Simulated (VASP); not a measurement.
VASP runs on SnTe (rock salt) share one base input (PBE GGA, plane waves, VASP's PBE PAW potentials (set 64)) and change the settings named in each case.

File POSCAR:
```
SnTe
1
    0.0000000000     3.1600000000     3.1600000000
    3.1600000000     0.0000000000     3.1600000000
    3.1600000000     3.1600000000     0.0000000000
Sn Te
1 1
Direct
  0.0000000000   0.0000000000   0.0000000000
  0.5000000000   0.5000000000   0.5000000000
```

**KPOINTS**
```
Automatic mesh
0
Gamma
7 7 7
0 0 0
```

**INCAR**
```
SYSTEM  =  SnTe
PREC  =  Accurate; ENCUT  =  400; LREAL  =  F
LASPH  =  T
EDIFF  =  1E-6; NELM  =  100; ALGO  =  Normal
LMAXMIX  =  4
ISMEAR  =  0; SIGMA  =  0.05
GGA  =  PE
ISIF  =  2
LWAVE  =  F; LCHARG  =  F
```

POTCAR, in this order: Sn_d Te (PBE.64 set). Program: vasp_std.

```csv
change,electronic steps
base run,12
"AMIX = 0.1, BMIX = 1.0, IMIX = 1",54
"AMIX = 1.0, BMIX = 3.0, IMIX = 4",12
"AMIX = 0.2, BMIX = 1.0, IMIX = 4",13
"AMIX = 1.0, BMIX = 0.0001, IMIX = 4",12
"AMIX = 0.1, BMIX = 0.0001, IMIX = 4",13
```
 Unless said otherwise, spin-orbit coupling is left out, though it shifts the bands of the heavy elements here.

Left out are runs that ran out of time, are held back, or changed the cell or the kind of run, fixed moments of cells without a moment, rows past the twelfth, gaps on odd meshes, pressures of charged cells and columns that move by less than the noise.

The compound is SnTe in the rock salt structure, which distorts at low temperature. The cell was not relaxed at this level.
